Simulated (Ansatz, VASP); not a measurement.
This is a calculation of SrMg6Mn for VASP 6.6.1. Atoms were shifted at random by some hundredths of an Å from the given cell, which wasn't relaxed again for these runs. The cell comes from a database or a generator and needn't be the stable form of this composition.

INCAR

```
PREC = Accurate
ENCUT = 520
EDIFF = 1E-7
ISMEAR = -1
SIGMA = 0.05
LREAL = False
LASPH = True
NELM = 120
ALGO = Normal
ISIF = 2
LWAVE = False
LCHARG = False
ISPIN = 2
MAGMOM = 0 4 0 0 0 0 0 0
LORBIT = 11
LMAXMIX = 4
GGA = PE
NBANDS = 32
```

The input KPOINTS:

```
regular mesh
0
Gamma
  5 5 5
```

The input POSCAR:

```
SrMg6Mn
1.0
    5.0948380000      0.0000000000      0.0000000000
    0.0000000000      3.2698605000      5.6536340000
    0.0000000000     -3.2698605000      5.6536340000
Sr Mn Mg
1 1 6
Direct
    0.0067820000      0.3307320000      0.3353480000
   -0.0015070000      0.8493060000      0.8458360000
    0.5078910000      0.1383550000      0.1562390000
    0.5031170000      0.6815240000      0.6769140000
    0.5017850000      0.6912950000      0.1337760000
    0.4995160000      0.1426970000      0.6859080000
   -0.0031070000      0.8349320000      0.3283090000
   -0.0006090000      0.3291630000      0.8327600000
```

Potentials or basis: VASP PAW PBE potentials, release 64 (Sr_sv, Mn_pv, Mg).

Run with:

```bash
$ cat potpaw_PBE.64/Sr_sv/POTCAR potpaw_PBE.64/Mn_pv/POTCAR potpaw_PBE.64/Mg/POTCAR > POTCAR
$ mpirun -np 1 vasp_std > vasp.out
```

Q: What does the same run look like in Ansatz 0.2.0? Potentials or basis there: Ansatz PAW, cutoff 420 eV.

A: As run (cutoffs and basis follow the program's own potentials, and thresholds, step limits or extra output files can differ):

The input input.yaml:

```yaml
crystal:
  lattice:
    - [5.094838, 0.0, 0.0]
    - [0.0, 3.2698605, 5.653634]
    - [0.0, -3.2698605, 5.653634]
  atoms:
    - { symbol: Sr, position: [0.006782, 0.330732, 0.335348] }
    - { symbol: Mn, position: [-0.001507, 0.849306, 0.845836], spin: 4.0 }
    - { symbol: Mg, position: [0.507891, 0.138355, 0.156239] }
    - { symbol: Mg, position: [0.503117, 0.681524, 0.676914] }
    - { symbol: Mg, position: [0.501785, 0.691295, 0.133776] }
    - { symbol: Mg, position: [0.499516, 0.142697, 0.685908] }
    - { symbol: Mg, position: [-0.003107, 0.834932, 0.328309] }
    - { symbol: Mg, position: [-0.000609, 0.329163, 0.83276] }
hamiltonian:
  xc: pbe
  pseudopotentials: { kind: paw }
magnetization:
  spin_polarized: true
kpoints:
  mp_grid: { grid: [5, 5, 5] }
scf:
  occupations: { method: fermi_dirac, width: 0.05 }
output:
  forces: true
  stress: true
  eigenvalues: true
```

Potentials or basis: Ansatz PAW.

Run with:

```bash
$ ansatz run input.yaml --threads 4 --pin off --max-ram 10240MiB --backend cpu --events-out ev --progress --plain --runs-dir out
```

Both were run:

|  | VASP | Ansatz |
| --- | --- | --- |
| Pressure | 2.2 GPa | 2.3 GPa |
| Largest force | 0.281 eV/Å | 0.283 eV/Å |
| Net moment | 3.84 μB per cell | 3.84 μB per cell |

Ansatz's pressure holds a Pulay term of +0.01 GPa for its cutoff of 420 eV, which the other run lacks.

The potentials hold 35 and 85 valence electrons a cell.

Where Ansatz's input types no cutoff or centring, it takes its own default and a Γ-centred mesh.

The magnetic state is the one that the start led to; the real crystal's order can differ.

Pressure is positive in compression.
